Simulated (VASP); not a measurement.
VASP input:

### INCAR
```
ALGO=Normal
EDIFF=1E-6
EDIFFG=-0.02
ENCUT=400
GGA=PS
IBRION=2
ISIF=3
ISMEAR=1
LASPH=.TRUE.
LCHARG=.FALSE.
LMAXMIX=6
LREAL=.FALSE.
LWAVE=.FALSE.
NELM=100
NSW=60
PREC=Accurate
SIGMA=0.1
SYSTEM=Hf3Si
```

### POSCAR
```
Hf3Si
1
    5.3230078081    -0.0000000000     0.0000000000
   -0.0000000000     5.3230078081    -0.0000000000
   -0.0000000000     0.0000000000     5.3230078081
Hf Si
6 2
Direct
  0.2500000000   1.0000000000   0.5000000000
  0.7500000000   0.0000000000   0.5000000000
  1.0000000000   0.5000000000   0.2500000000
  0.0000000000   0.5000000000   0.7500000000
  0.5000000000   0.2500000000   0.0000000000
  0.5000000000   0.7500000000   1.0000000000
  1.0000000000   1.0000000000   1.0000000000
  0.5000000000   0.5000000000   0.5000000000
```

### KPOINTS
```
Regular mesh
0
gamma
 5 5 5
0 0 0
```

POTCAR, in this order: Hf_pv Si (PBE.64 set). Program: vasp_std.

**Question.** Translate this PBEsol calculation to Ansatz.

**Answer.** One equivalent input (not run):
Ansatz 0.2 input:
```yaml
crystal:
  lattice:
    - [5.3230078, 0.0000000, 0.0000000]
    - [0.0000000, 5.3230078, 0.0000000]
    - [0.0000000, 0.0000000, 5.3230078]
  atoms:
    - { symbol: Hf, position: [0.2500000, 1.0000000, 0.5000000] }
    - { symbol: Hf, position: [0.7500000, 0.0000000, 0.5000000] }
    - { symbol: Hf, position: [1.0000000, 0.5000000, 0.2500000] }
    - { symbol: Hf, position: [0.0000000, 0.5000000, 0.7500000] }
    - { symbol: Hf, position: [0.5000000, 0.2500000, 0.0000000] }
    - { symbol: Hf, position: [0.5000000, 0.7500000, 1.0000000] }
    - { symbol: Si, position: [1.0000000, 1.0000000, 1.0000000] }
    - { symbol: Si, position: [0.5000000, 0.5000000, 0.5000000] }
kpoints:
  mp_grid: { grid: [5, 5, 5] }
hamiltonian:
  xc: pbesol
  pseudopotentials: { kind: paw }
scf:
  occupations: { method: methfessel_paxton, width: 0.1 }
  max_iter: 100
relax:
  max_steps: 60
  f_tol: 0.02
  cell: {}
output: { forces: true, stress: true, eigenvalues: true }
```
What does not carry over: each code has its own PAW files, so the cut-off isn't converted (ENCUT is set for VASP's; basis.ecutwfc is left out, and Ansatz then takes the one that its files recommend); Ansatz stops its SCF on the density residual and VASP on the energy change (EDIFF).

The structure was generated: Hf3Si was put into the A15 type (Pm-3n), which need not be its known phase. It was relaxed first, which changed the volume by -16 %. The start is the result of an earlier pass.
